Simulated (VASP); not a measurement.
An input for Ansatz (written as the equivalent of a VASP run, and not itself run):

Ansatz 0.2 input:
```yaml
crystal:
  lattice:
    - [1.3657724, -2.3655873, 0.0000000]
    - [1.3657724, 2.3655873, 0.0000000]
    - [0.0000000, 0.0000000, 4.3040727]
  atoms:
    - { symbol: Ru, position: [0.3333330, 0.6666670, 0.2500000] }
    - { symbol: Ru, position: [0.6666670, 0.3333330, 0.7500000] }
kpoints:
  mp_grid: { grid: [14, 14, 8] }
hamiltonian:
  xc: revpbe
  pseudopotentials: { kind: paw }
scf:
  occupations: { method: methfessel_paxton, width: 0.1 }
  max_iter: 100
relax:
  max_steps: 60
  f_tol: 0.01
  cell: {}
output: { forces: true, stress: true, eigenvalues: true }
```

Problem. Translate this input to VASP (INCAR, KPOINTS, POSCAR, choice of POTCAR).

Solution. One answer among several that fit: 
KPOINTS:
```
Automatic mesh
0
Gamma
14 14 8
0 0 0
```

INCAR:
```
! general
SYSTEM =Ru
PREC   =Accurate
ENCUT  =520
LREAL  =.FALSE.
LASPH  =.TRUE.

! electronic loop
EDIFF  =1E-6
NELM   =100
ALGO   =Normal
LMAXMIX=4

! smearing
ISMEAR =1
SIGMA  =0.1

! functional
GGA    =RE

! ions
IBRION =2
NSW    =60
ISIF   =3
EDIFFG =-0.01

! output
LWAVE  =.FALSE.
LCHARG =.FALSE.
```

POSCAR:
```
Ru
1
    1.3657723722    -2.3655872997     0.0000000000
    1.3657723722     2.3655872997     0.0000000000
   -0.0000000000     0.0000000000     4.3040727055
Ru
2
Direct
  0.3333330000   0.6666670000   0.2500000000
  0.6666670000   0.3333330000   0.7500000000
```

POTCAR, in this order: Ru_pv (PBE.64 set). Program: vasp_std.

The two are equivalent in intent, not identical: each code has its own PAW files, so the cut-off isn't converted (ENCUT is set for VASP's; basis.ecutwfc is left out, and Ansatz then takes the one that its files recommend); Ansatz stops its SCF on the density residual and VASP on the energy change (EDIFF).

The compound is Ru in the hcp structure. It was relaxed first. The start is the result of an earlier pass.
